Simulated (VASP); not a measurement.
These are PBEsol GGA, VASP's PBE PAW potentials (set 64) (plane waves; VASP 6.6.1) values and carry that method's errors.

VASP ran on this input.

INCAR:
```
LASPH  =  .TRUE.
LMAXMIX  =  4
LREAL  =  .FALSE.   ! projection in real space or not
LCHARG  =  .FALSE.
ALGO  =  Normal
ISMEAR  =  -1
SIGMA  =  0.02   ! width (eV)
ISIF  =  2   ! forces and stress, cell fixed
PREC  =  Accurate
NELM  =  100   ! most electronic steps
SYSTEM  =  InSb
LWAVE  =  .FALSE.
EDIFF  =  1E-6
ENCUT  =  300   ! plane-wave cut-off (eV)
GGA  =  PS   ! PBEsol
```

POSCAR:
```
InSb
1
    0.0000000000     3.1752000000     3.1752000000
    3.1752000000     0.0000000000     3.1752000000
    3.1752000000     3.1752000000     0.0000000000
In Sb
1 1
Direct
  0.0000000000   0.0000000000   0.0000000000
  0.2500000000   0.2500000000   0.2500000000
```

### KPOINTS
```
kpoints
0
G
 5 5 5
```

POTCAR, in this order: In_d Sb (PBE.64 set). Program: vasp_std.

What VASP printed:

**OSZICAR**
```
       N       E                     dE             d eps       ncg     rms          rms(c)
DAV:   1     0.955615783548E+02    0.95562E+02   -0.60681E+03   260   0.957E+02
DAV:   2    -0.228950941380E+01   -0.97851E+02   -0.95848E+02   275   0.267E+02
DAV:   3    -0.760883455960E+01   -0.53193E+01   -0.53020E+01   335   0.735E+01
DAV:   4    -0.773868018810E+01   -0.12985E+00   -0.12982E+00   320   0.128E+01
DAV:   5    -0.774310786040E+01   -0.44277E-02   -0.44276E-02   377   0.181E+00    0.451E+00
DAV:   6    -0.760460365965E+01    0.13850E+00   -0.21340E-01   347   0.859E+00    0.260E+00
DAV:   7    -0.757497115673E+01    0.29633E-01   -0.93913E-02   354   0.359E+00    0.675E-01
DAV:   8    -0.757411225709E+01    0.85890E-03   -0.94323E-03   345   0.138E+00    0.332E-01
DAV:   9    -0.757450119881E+01   -0.38894E-03   -0.82883E-04   305   0.327E-01    0.811E-02
DAV:  10    -0.757451629677E+01   -0.15098E-04   -0.40595E-05   358   0.605E-02    0.471E-02
DAV:  11    -0.757453907702E+01   -0.22780E-04   -0.35738E-05   295   0.546E-02    0.278E-02
DAV:  12    -0.757453963214E+01   -0.55512E-06   -0.12362E-06   219   0.109E-02
   1 F= -.75745396E+01 E0= -.75743402E+01  d E =-.398878E-03
```

OUTCAR:
```
------------------------ aborting loop because EDIFF is reached ----------------------------------------
  FORCE on cell =-STRESS in cart. coord.  units (eV):
  Direction    XX          YY          ZZ          XY          YZ          ZX
  --------------------------------------------------------------------------------------
  Total        1.5757746      1.5757746      1.5757746     -0.0000000     -0.0000000      0.0000000
  in kB       39.4331452     39.4331452     39.4331452     -0.0000000     -0.0000000      0.0000000
  external PRESSURE =      39.4331452 kB  Pullay stress =       0.0000000 kB
  volume of cell :       64.02
      direct lattice vectors                 reciprocal lattice vectors
     0.000000000  3.175200000  3.175200000    -0.157470396  0.157470396  0.157470396
     3.175200000  0.000000000  3.175200000     0.157470396 -0.157470396  0.157470396
     3.175200000  3.175200000  0.000000000     0.157470396  0.157470396 -0.157470396
  FREE ENERGIE OF THE ION-ELECTRON SYSTEM (eV)
  ---------------------------------------------------
  free  energy   TOTEN  =        -7.5745396321 eV

  energy  without entropy=       -7.5741407543  energy(sigma->0) =       -7.57434019
```
(Selected blocks of OUTCAR.)

At this cut-off the stress carries a Pulay error, which pulls relaxed volumes low.

The structure is a typed InSb crystal (F-43m). The cell was not relaxed at this level, and its volume differs by -5.9 % from the start's.
